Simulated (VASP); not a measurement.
Given:

```xyz
6
Lattice="6.1000 0.0000 0.0000 0.0000 3.6690 0.0000 0.0000 0.0000 6.2000" Properties=species:S:1:pos:R:3 pbc="T T T"
Se     1.5250     0.0000     2.0460
Se     4.5750     0.0000     4.1540
Se     1.5250     1.8345     5.1460
Se     4.5750     1.8345     1.0540
Ti     0.0000     0.0000     0.0000
Zr     0.0000     1.8345     3.1000
```

Level of theory: PBEsol GGA, VASP's PBE PAW potentials (set 64) (plane waves; VASP 6.6.1). Run with 300 eV cut-off, 3×5×3 Γ-centred mesh, Fermi-Dirac smearing of 0.10 eV, potentials Se Ti_sv Zr_sv.

At this cut-off the stress carries a Pulay error, which pulls relaxed volumes low. Energy and stress use the plane-wave basis of the starting cell.

Task: The ions, cell shape and volume are relaxed. Which structure does the run end with?

Result: 
```xyz
6
Lattice="6.0105 0.0000 0.0148 0.0000 3.6045 0.0000 0.0159 0.0000 6.1952" Properties=species:S:1:pos:R:3 pbc="T T T"
Se     1.6157     0.0000     1.9835
Se     4.4108     0.0000     4.2264
Se     1.5690     1.8023     5.2350
Se     4.4575     1.8023     0.9750
Ti     0.0000     0.0000     0.0000
Zr     0.0080     1.8023     3.0976
```
Space group P2/m (10), at a tolerance of 0.03 Å.

Task: How do energy and volume change from the first to the last step?

Result: The energy (σ→0) changes by -38.6 meV/atom and the volume by -3.3 %, in 20 ionic steps.

The structure comes from a measured ZrTiSe4 entry of the Crystallography Open Database, whose conditions weren't checked. This run relaxes it. Symmetry was kept, so distortions that lower it aren't found. The k-mesh is coarse (spacing up to 0.35 per Å, 2π included), so the numbers may not be converged in it. The run is one of a series of settings (EDIFFG = -0.01, IBRION = 2, ISIF = 3, NSW = 50 against the base run), some of them coarse on purpose.
